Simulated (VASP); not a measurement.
# LiBe12 in VASP: notebook

One slab, LiBe12, is run at these levels: r2SCAN; tasks: single point.

Program: VASP 6.6.1. These are calculated values, not measurements. Logs are shortened: lines on timing, memory, paths and dates and some standing lists are left out, and cuts for length are marked.

## (1) The slab as given

The cell holds a slab with vacuum, 13 atoms: a = 4.580 Å, b = 4.580 Å, c = 16.588 Å, α = 90.00°, β = 90.00°, γ = 60.00°.

The cell was built by a generator and needn't be a form met in nature.

## (2) Single point, r2SCAN

POSCAR

```
LiBe12
1.0
    4.5800000000      0.0000000000      0.0000000000
    2.2900000000      3.9663960000      0.0000000000
    0.0000000000      0.0000000000     16.5884300000
Be Li
12 1
Direct
    0.0000000000      0.0000000000      0.0602829804
    0.5000000000      0.0000000000      0.0602829804
   -0.0000002521      0.5000005042      0.0602829804
    0.4999997479      0.5000005042      0.0602829804
   -0.2002356815      0.3555368652      0.1694855993
    0.3763299176      0.2935410383      0.1728132198
   -0.1997650077      0.8628487927      0.1668632897
    0.3206821973      0.8480242517      0.1629268110
   -0.0233523005      0.0247832037      0.2675901215
    0.5115634690      0.0095804857      0.2829080269
    0.0108644618      0.5120265349      0.2771630588
    0.5239264717      0.4842431265      0.2781095016
    0.1180425307      0.7125612269      0.3901213074
```

INCAR.step1

```
SYSTEM = LiBe12
PREC = Accurate ; ENCUT = 520
ISMEAR = -1 ; SIGMA = 0.05
LREAL = .False. ; LASPH = .True.
NELM = 100 ; NBANDS = 26
GGA = PE ; ALGO = Normal
EDIFF = 1E-4 ; LWAVE = .True.
LCHARG = .False.
```

INCAR.step2

```
SYSTEM = LiBe12
PREC = Accurate ; ENCUT = 520
EDIFF = 1E-6 ; ISMEAR = -1
SIGMA = 0.05 ; LREAL = .False.
LASPH = .True. ; NELM = 100
ALGO = Normal ; ISIF = 2
LWAVE = .False. ; LCHARG = .True.
METAGGA = R2SCAN ; LMIXTAU = .True.
LELF = .True. ; LVHAR = .True.
NBANDS = 26 ; ISTART = 1
```

KPOINTS

```
Automatic mesh
0
Gamma
  4 4 1
  0 0 0
```

Potentials or basis: VASP PAW PBE potentials, release 64 (Be, Li_sv).

Command:

```
> cat potpaw_PBE.64/Be/POTCAR potpaw_PBE.64/Li_sv/POTCAR > POTCAR
> cp INCAR.step1 INCAR
> mpirun -np 1 vasp_std > vasp.out
> cp INCAR.step2 INCAR
> mpirun -np 1 vasp_std > vasp.out
```

OUTCAR:

```text
SYSTEM = LiBe12
   PREC = Accurate
   ENCUT = 520
   EDIFF = 1E-6
   ISMEAR = -1
   LREAL = .False.
   LASPH = .True.
   NELM = 100
   ISIF = 2
   METAGGA = R2SCAN
   ISTART = 1

 ion  position               nearest neighbor table
   1  0.000  0.000  0.060-   8 2.13   7 2.22   3 2.29   4 2.29   2 2.29   2 2.29   4 2.29   3 2.29
                             5 2.30
   2  0.500  0.000  0.060-   7 2.13   8 2.15   6 2.20   4 2.29   3 2.29   1 2.29   1 2.29   3 2.29
                             4 2.29
   3  1.000  0.500  0.060-   5 2.27   7 2.28   1 2.29   2 2.29   4 2.29   4 2.29   1 2.29   2 2.29
[... 7 lines left out ...]
   7  0.800  0.863  0.167-   6 1.96   2 2.13   9 2.14   1 2.22   8 2.23  10 2.24   5 2.26   3 2.28
                            11 2.30   5 2.32   8 2.35
   8  0.321  0.848  0.163-   1 2.13   2 2.15   6 2.19   4 2.19   9 2.21   5 2.23   7 2.23   7 2.35
                             5 2.36
   9  0.977  0.025  0.268-   5 2.09  12 2.10   7 2.14  10 2.18   8 2.21  11 2.28  11 2.32  13 2.38

  10  0.512  0.010  0.283-   6 2.15   9 2.18  12 2.20   7 2.24  11 2.28  11 2.30  12 2.38
  11  0.011  0.512  0.277-  13 2.25   6 2.26   9 2.28  10 2.28  12 2.29  12 2.30  10 2.30   7 2.30
                             5 2.31   9 2.32
  12  0.524  0.484  0.278-   9 2.10   5 2.11  10 2.20   6 2.20  11 2.29  11 2.30  10 2.38  13 2.46

  13  0.118  0.713  0.390-  11 2.25   9 2.38  12 2.46

  LATTYP: Found a hexagonal cell.
 ALAT       =     4.5799996975
 C/A-ratio  =     3.6219281868

  Lattice vectors:

 A1 = (  -2.2900000000,  -3.9663960000,   0.0000000000)
 A2 = (   4.5800000000,   0.0000000000,   0.0000000000)
 A3 = (   0.0000000000,   0.0000000000,  16.5884300000)

Analysis of symmetry for initial positions (statically):
=====================================================================
 Subroutine PRICEL returns:
 Original cell was already a primitive cell.

 Routine SETGRP: Setting up the symmetry group for a
 hexagonal supercell.

 Subroutine GETGRP returns: Found  1 space group operations
 (whereof  1 operations were pure point group operations)
 out of a pool of 24 trial point group operations.

The static configuration has the point symmetry C_1 .

Analysis of symmetry for dynamics (positions and initial velocities):
=====================================================================
 Subroutine PRICEL returns:
 Original cell was already a primitive cell.

 Routine SETGRP: Setting up the symmetry group for a
 hexagonal supercell.

 Subroutine GETGRP returns: Found  1 space group operations
 (whereof  1 operations were pure point group operations)
 out of a pool of 24 trial point group operations.

The dynamic configuration has the point symmetry C_1 .

 Subroutine INISYM returns: Found  1 space group operations
 (whereof  1 operations are pure point group operations),
 and found     1 'primitive' translations

----------------------------------------------------------------------------------------

                                     Primitive cell

  volume of cell :     301.3470

  direct lattice vectors                    reciprocal lattice vectors
     4.580000000  0.000000000  0.000000000     0.218340611 -0.126059022  0.000000000
     2.290000000  3.966396000  0.000000000     0.000000000  0.252118044  0.000000000
     0.000000000  0.000000000 16.588430000     0.000000000  0.000000000  0.060282980

  length of vectors
     4.580000000  4.579999697 16.588430000     0.252118027  0.252118044  0.060282980

  position of ions in fractional coordinates (direct lattice)
     0.000000000  0.000000000  0.060282980
     0.500000000  0.000000000  0.060282980
     0.999999748  0.500000504  0.060282980
     0.499999748  0.500000504  0.060282980
     0.799764319  0.355536865  0.169485599
     0.376329918  0.293541038  0.172813220
     0.800234992  0.862848793  0.166863290
     0.320682197  0.848024252  0.162926811
     0.976647699  0.024783204  0.267590121
     0.511563469  0.009580486  0.282908027
     0.010864462  0.512026535  0.277163059
     0.523926472  0.484243126  0.278109502
     0.118042531  0.712561227  0.390121307

  ion indices of the primitive-cell ions
   primitive index   ion index
                 1           1
                 2           2
                 3           3
                 4           4
                 5           5
                 6           6
                 7           7
                 8           8
                 9           9
                10          10
                11          11
                12          12
                13          13

----------------------------------------------------------------------------------------

 KPOINTS: Automatic mesh

Automatic generation of k-mesh.
 Grid dimensions read from file:
 generate k-points for:    4    4    1

 Generating k-lattice:

  Cartesian coordinates                     Fractional coordinates (reciprocal lattice)
     0.054585153 -0.031514755  0.000000000     0.250000000  0.000000000  0.000000000
     0.000000000  0.063029511  0.000000000     0.000000000  0.250000000  0.000000000
     0.000000000  0.000000000  0.060282980     0.000000000  0.000000000  1.000000000

  Length of vectors
     0.063029507  0.063029511  0.060282980

  Shift w.r.t. Gamma in fractional coordinates (k-lattice)
     0.000000000  0.000000000  0.000000000

 Subroutine IBZKPT returns following result:
 ===========================================

 Found     10 irreducible k-points:

 Following reciprocal coordinates:
            Coordinates               Weight
  0.000000  0.000000  0.000000      1.000000
  0.250000  0.000000  0.000000      2.000000
  0.250000  0.250000  0.000000      2.000000
  0.000000  0.250000  0.000000      2.000000
  0.500000  0.000000  0.000000      1.000000
  0.500000  0.500000  0.000000      1.000000
  0.000000  0.500000  0.000000      1.000000
  0.500000  0.250000  0.000000      2.000000
  0.250000  0.500000  0.000000      2.000000
 -0.250000  0.250000  0.000000      2.000000
   k-points           NKPTS =     10   k-points in BZ     NKDIM =     10   number of bands    NBANDS=     26
   number of dos      NEDOS =    301   number of ions     NIONS =     13
   total plane-waves  NPLWV = 163296
   dimension x,y,z NGX =    36 NGY =   36 NGZ =  126
   dimension x,y,z NGXF=    72 NGYF=   72 NGZF=  252
   ions per type =              12   1
   NGX,Y,Z   is equivalent  to a cutoff of  13.07, 13.07, 12.63 a.u.
   NGXF,Y,Z  is equivalent  to a cutoff of  26.13, 26.13, 25.25 a.u.
 SYSTEM =  LiBe12
   PREC   = accura    normal or accurate (medium, high low for compatibility)
   ISTART =      1    job   : 0-new  1-cont  2-samecut
   ICHARG =      0    charge: 1-file 2-atom 10-const
   ISPIN  =      1    spin polarized calculation?
   LNONCOLLINEAR =      F non collinear calculations
   LSORBIT =      F    spin-orbit coupling
   LASPH  =      T    aspherical Exc in radial PAW
   ENCUT  =  520.0 eV  38.22 Ry    6.18 a.u.   8.52  8.52 30.84*2*pi/ulx,y,z
   NELM   =    100;   NELMIN=  2; NELMDL=  0     # of ELM steps
   EDIFF  = 0.1E-05   stopping-criterion for ELM
   LREAL  =      F    real-space projection
   EDIFFG = 0.1E-04   stopping-criterion for IOM
   NSW    =      0    number of steps for IOM
   IBRION =     -1    ionic relax: 0-MD 1-quasi-New 2-CG
   NFREE  =      0    steps in history (QN), initial steepest desc. (CG)
   ISIF   =      2    stress and relaxation
   ISYM   =      2    0-nonsym 1-usesym 2-fastsym
   POTIM  = 0.5000    time-step for ionic-motion
   TEBEG  =    0.0;   TEEND  =   0.0 temperature during run
   PSTRESS=    0.0 pullay stress
   NELECT =      27.0000    total number of electrons
   NUPDOWN=      -1.0000    fix difference up-down
   EMIN   =  10.00;   EMAX   =-10.00  energy-range for DOS
   EFERMI =   0.00;   METHOD = LEGACY
   ISMEAR =    -1;   SIGMA  =   0.05  broadening in eV -4-tet -1-fermi 0-gaus
   EFERMI_NEDOS =   21; number of points for ismear=-14 and -15
   IALGO  =     38    algorithm
   IMIX   =      4    mixing-type and parameters
     AMIX     =   0.40;   BMIX     =  1.00
     AMIX_MAG =   1.60;   BMIX_MAG =  1.00
  volume/ion in A,a.u.               =      23.18       156.43
  Fermi-wavevector in a.u.,A,eV,Ry     =   0.732555  1.384329  7.301395  0.536637
  Thomas-Fermi vector in A             =   1.825047
   LORBIT       =      0    0 simple, 1 ext, 2 COOP (PROOUT), +10 PAW based schemes
   METAGGA = R2SCAN    functional components
   LHFCALC =     F    Hartree Fock is set to
   AEXX    =    0.0000 exact exchange contribution
   IVDW    =     0    specifies the selected vdW correction
   LEPSILON=     F    determine dielectric tensor
   LRPA    =     F    only Hartree local field effects (RPA)
 non-spin polarized calculation
  energy-cutoff  :      520.00
  volume of cell :      301.35
 maximum number of plane-waves:      8143
 NGX is ok and might be reduce to    36
   NGX = 17   NGY = 17   NGZ = 61

 number of electron      27.0000004 magnetization

 Free energy of the ion-electron system (eV)
  ---------------------------------------------------
  ext. energy  EPLUGINS =         0.00000000
  ---------------------------------------------------
  free energy    TOTEN  =       -50.48939103 eV

  energy without entropy =      -50.46010181  energy(sigma->0) =      -50.47474642

 E-fermi :  -0.1896     XC(G=0):  -5.1421

 val. band max:       -0.2127541439   @ k =   0.5000   0.2500   0.0000
 cond. band min:      -0.0449265379   @ k =   0.5000   0.5000   0.0000
 fundamental gap:      0.1678276060
 Fermi energy:        -0.1895597208

 k-point     1 :       0.0000    0.0000    0.0000
  band No.  band energies     occupation
      1     -49.1811      2.00000
      2     -10.3748      2.00000
      3      -8.0959      2.00000
      4      -4.5930      2.00000
      5      -3.9460      2.00000
      6      -3.5843      2.00000
[... 269 lines left out ...]
     24       5.5082      0.00000
     25       5.7900      0.00000
 [bands above 25 left out]

------------------------ aborting loop because EDIFF is reached ----------------------------------------

  FORCE on cell =-STRESS in cart. coord.  units (eV):
  Direction    XX          YY          ZZ          XY          YZ          ZX
  --------------------------------------------------------------------------------------
  -------------------------------------------------------------------------------------
  Total       -6.1355582     -5.8502649      1.3974863     -1.2450809      0.1663506     -0.4347216
  in kB      -32.6210419    -31.1042175      7.4300425     -6.6197457      0.8844397     -2.3112930
  external PRESSURE =     -18.7650723 kB  Pullay stress =       0.0000000 kB

 VOLUME and BASIS-vectors are now :
 -----------------------------------------------------------------------------
  energy-cutoff  :      520.00
  volume of cell :      301.35
      direct lattice vectors                 reciprocal lattice vectors
     4.580000000  0.000000000  0.000000000     0.218340611 -0.126059022  0.000000000
     2.290000000  3.966396000  0.000000000     0.000000000  0.252118044  0.000000000
     0.000000000  0.000000000 16.588430000     0.000000000  0.000000000  0.060282980

 POSITION                                       TOTAL-FORCE (eV/Angst)
 -----------------------------------------------------------------------------------
      0.00000      0.00000      1.00000        -0.283172      0.332678     -0.230220
      2.29000      0.00000      1.00000         0.047249      0.176222     -0.253000
      5.72500      1.98320      1.00000         0.058305     -0.086760      0.283533
      3.43500      1.98320      1.00000        -0.138578     -0.183481     -0.059168
      4.47710      1.41020      2.81150         1.290022     -0.177020     -0.426075
      2.39580      1.16430      2.86670        -1.230306      1.908638     -0.362317
      5.64100      3.42240      2.76800         0.830288     -1.531003      0.049073
      3.41070      3.36360      2.70270        -0.009351     -0.362181      0.851688
      4.52980      0.09830      4.43890         0.726376     -0.579022      0.357548
      2.36490      0.03800      4.69300        -0.518863     -0.371331      0.234171
      1.22230      2.03090      4.59770        -0.546800     -0.340545     -0.926618
      3.50850      1.92070      4.61340        -0.372013      0.971796      0.019265
      2.17240      2.82630      6.47150         0.146842      0.242010      0.462120
 -----------------------------------------------------------------------------------
    total drift:                                0.001033      0.000082     -0.047604

  FREE ENERGIE OF THE ION-ELECTRON SYSTEM (eV)
  ---------------------------------------------------
  free  energy   TOTEN  =       -50.4893910337 eV

  energy  without entropy=      -50.4601018083  energy(sigma->0) =      -50.47474642
```

It took 4.1 min on 1 thread of Intel Xeon 6975P-C (Granite Rapids), shared host; peak memory 0.44 GiB.

What came out:

```
Free energy            : -50.4894 eV
Largest force          : 2.300 eV/Å
Band gap on the k mesh : none (metal or under the smearing width)
```

Forces in eV/Å, atoms in the order of the input:
```
Be  -0.283  0.333 -0.230
Be   0.047  0.176 -0.253
Be   0.058 -0.087  0.284
Be  -0.139 -0.183 -0.059
Be   1.290 -0.177 -0.426
Be  -1.230  1.909 -0.362
Be   0.830 -1.531  0.049
Be  -0.009 -0.362  0.852
Be   0.726 -0.579  0.358
Be  -0.519 -0.371  0.234
Be  -0.547 -0.341 -0.927
Be  -0.372  0.972  0.019
Li   0.147  0.242  0.462
```

Caveat: the k mesh is coarse (spacing up to 0.40 Å⁻¹), so the values aren't converged; the cutoff is under 1.25 times the usual one of these potentials, so pressure, stress and relaxed cells hold a basis-set (Pulay) error; the PAW data sets were made with another functional, which shifts forces and pressure a little.

(Part 1 of 2 ends here.)
